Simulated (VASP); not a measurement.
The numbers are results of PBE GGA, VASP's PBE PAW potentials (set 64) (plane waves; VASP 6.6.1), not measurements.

Gaps are without spin-orbit coupling.

### Question
Order these relaxed crystals by band gap, smallest first: GaN, P6_3mc (186); CdF2, Fm-3m (225); Si, Fd-3m (227); SrO, Fm-3m (225).

### Answer
Si, Fd-3m (227) (0.61 eV), GaN, P6_3mc (186) (1.72 eV), CdF2, Fm-3m (225) (2.86 eV), SrO, Fm-3m (225) (3.28 eV)
